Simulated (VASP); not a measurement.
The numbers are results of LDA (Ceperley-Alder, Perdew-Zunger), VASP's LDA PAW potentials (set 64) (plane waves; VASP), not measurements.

VASP input:

KPOINTS:
```
Automatic mesh
0
Gamma
8 8 8
0 0 0
```

**INCAR**
```
SYSTEM = Ca(CoSi)2
PREC = Accurate
ENCUT = 300
EDIFF = 1E-6
NELM = 100
ALGO = Normal
LREAL = .FALSE.
LASPH = .TRUE.
ISMEAR = -1
SIGMA = 0.1
LMAXMIX = 4
LWAVE = .FALSE.
LCHARG = .FALSE.
ISIF = 2
```

POSCAR:
```
Ca(CoSi)2
1
   -1.8957600000     1.8957600000     4.8380340000
    1.8957600000    -1.8957600000     4.8380340000
    1.8957600000     1.8957600000    -4.8380340000
Ca Co Si
1 2 2
Direct
  0.0000000000   0.0000000000   0.0000000000
  0.2500000000   0.7500000000   0.5000000000
  0.7500000000   0.2500000000   0.5000000000
  0.6337500000   0.6337500000   0.0000000000
  0.3662500000   0.3662500000   0.0000000000
```

POTCAR, in this order: Ca_sv Co Si (LDA.64 set). Program: vasp_std.

The resulting files:

OSZICAR:
```
       N       E                     dE             d eps       ncg     rms          rms(c)
DAV:   1     0.193429868031E+03    0.19343E+03   -0.11758E+04  2596   0.117E+03
DAV:   2    -0.250684179458E+02   -0.21850E+03   -0.21338E+03  2596   0.331E+02
DAV:   3    -0.377366669106E+02   -0.12668E+02   -0.12322E+02  3356   0.866E+01
DAV:   4    -0.384306242746E+02   -0.69396E+00   -0.69264E+00  4476   0.186E+01
DAV:   5    -0.384475428185E+02   -0.16919E-01   -0.16914E-01  3622   0.231E+00    0.217E+01
DAV:   6    -0.515815999282E+02   -0.13134E+02   -0.16382E+02  3670   0.162E+02    0.361E+01
DAV:   7    -0.338863546222E+02    0.17695E+02   -0.56476E+01  3216   0.107E+02    0.753E+00
DAV:   8    -0.342448887808E+02   -0.35853E+00   -0.72176E+00  3754   0.176E+01    0.358E+00
DAV:   9    -0.341414312464E+02    0.10346E+00   -0.67149E-01  4084   0.862E+00    0.141E+00
DAV:  10    -0.341349544179E+02    0.64768E-02   -0.35244E-02  3708   0.157E+00    0.810E-01
DAV:  11    -0.341339578589E+02    0.99656E-03   -0.86539E-03  4272   0.945E-01    0.419E-01
DAV:  12    -0.341332505900E+02    0.70727E-03   -0.15686E-03  4054   0.450E-01    0.171E-01
DAV:  13    -0.341331712880E+02    0.79302E-04   -0.22003E-04  3898   0.107E-01    0.735E-02
DAV:  14    -0.341331541188E+02    0.17169E-04   -0.29198E-05  4166   0.577E-02    0.344E-02
DAV:  15    -0.341331496878E+02    0.44310E-05   -0.20868E-05  4062   0.478E-02    0.174E-03
DAV:  16    -0.341331497587E+02   -0.70890E-07   -0.85761E-07  1638   0.963E-03
   1 F= -.34133150E+02 E0= -.34098333E+02  d E =-.696328E-01
```

### OUTCAR
```
------------------------ aborting loop because EDIFF is reached ----------------------------------------
  FORCE on cell =-STRESS in cart. coord.  units (eV):
  Direction    XX          YY          ZZ          XY          YZ          ZX
  --------------------------------------------------------------------------------------
  Total        1.3406577      1.3406577      1.0387898      0.0000000      0.0000000      0.0000000
  in kB       30.8839512     30.8839512     23.9299970      0.0000000      0.0000000      0.0000000
  external PRESSURE =      28.5659665 kB  Pullay stress =       0.0000000 kB
  volume of cell :       69.55
      direct lattice vectors                 reciprocal lattice vectors
    -1.895760000  1.895760000  4.838034000     0.000000000  0.263746466  0.103347765
     1.895760000 -1.895760000  4.838034000     0.263746466  0.000000000  0.103347765
     1.895760000  1.895760000 -4.838034000     0.263746466  0.263746466  0.000000000
 POSITION                                       TOTAL-FORCE (eV/Angst)
 -----------------------------------------------------------------------------------
      0.00000      0.00000      0.00000        -0.000000     -0.000000      0.000000
      1.89576      0.00000      2.41902        -0.000000     -0.000000      0.000000
      0.00000      1.89576      2.41902        -0.000000     -0.000000      0.000000
      0.00000      0.00000      6.13221         0.000000      0.000000     -0.391198
      0.00000      0.00000      3.54386        -0.000000     -0.000000      0.391198
 -----------------------------------------------------------------------------------
    total drift:                               -0.000000     -0.000000      0.000000
  FREE ENERGIE OF THE ION-ELECTRON SYSTEM (eV)
  ---------------------------------------------------
  free  energy   TOTEN  =       -34.1331497587 eV

  energy  without entropy=      -34.0635169615  energy(sigma->0) =      -34.09833336
```
(Selected blocks of OUTCAR.)

At this cut-off the stress carries a Pulay error, which pulls relaxed volumes low.

The structure comes from a computed database's CaCo2Si2 entry (I4/mmm); how it stands against other phases isn't given here. The cell was not relaxed at this level, and its volume differs by -5.9 % from the start's. The run is not spin-polarised, so no magnetic state was tried.
